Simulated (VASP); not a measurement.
Consider the following.

```xyz
2
Lattice="3.2528 0.0000 0.0000 0.0000 3.2528 0.0000 0.0000 0.0000 3.2528" Properties=species:S:1:pos:R:3 pbc="T T T"
Li     1.6264     1.6264     1.6264
Hg     0.0000     0.0000     0.0000
```

Method: PBEsol GGA, VASP's PBE PAW potentials (set 64) (plane waves; VASP). Settings: 520 eV cut-off, Gaussian smearing of 0.050 eV, potentials Li_sv Hg.

Unless said otherwise, spin-orbit coupling is left out, though it shifts the bands of the heavy elements here.

Problem. What does the run give for the band gap (along the path) with the smallest direct gap where there is one?

Solution. 
```
Item                                                          Value
-------------------------  ----------------------------------------
band gap (along the path)  none (metal, semimetal or under 0.01 eV)
```

Total energies compare only between runs with the same potentials, cut-off and functional.

The structure comes from a computed database's LiHg entry (Pm-3m); how it stands against other phases isn't given here. It was relaxed first. The electron count is odd and the run is not spin-polarised, which forces a metal.
